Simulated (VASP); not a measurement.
Given:

```
GaAs4B3
1.0
    5.01112     0.00000     0.00000
    0.00000     5.01112     0.00000
    0.00000     0.00000     5.01112
Ga As B
1 4 3
Direct
  0.00000   0.00000   0.00000
  0.26624   0.26624   0.26624
  0.73376   0.73376   0.26624
  0.73376   0.26624   0.73376
  0.26624   0.73376   0.73376
  0.50000   0.50000   0.00000
  0.50000   0.00000   0.50000
  0.00000   0.50000   0.50000
```

The numbers are results of PBEsol GGA, VASP's PBE PAW potentials (set 64) (plane waves; VASP), not measurements. Settings: 520 eV cut-off, 4×4×4 Γ-centred mesh, Gaussian smearing of 0.050 eV, potentials Ga_d As B.

Estimate the energy per atom (σ→0), band gap (on the k-mesh) with the smallest direct gap where there is one.

| Property | Value |
|---|---|
| band gap (on the k-mesh) | 0.40 eV |
| smallest direct gap (on the k-mesh) | 0.40 eV |
| energy per atom (σ→0) | -534.4 kJ/mol of atoms |

Total energies compare only between runs with the same potentials, cut-off and functional.

The structure was generated: GaAs4B3 was put into an ordered model structure (P-43m), which need not be its known phase. It was relaxed first. The start is the result of an earlier pass.
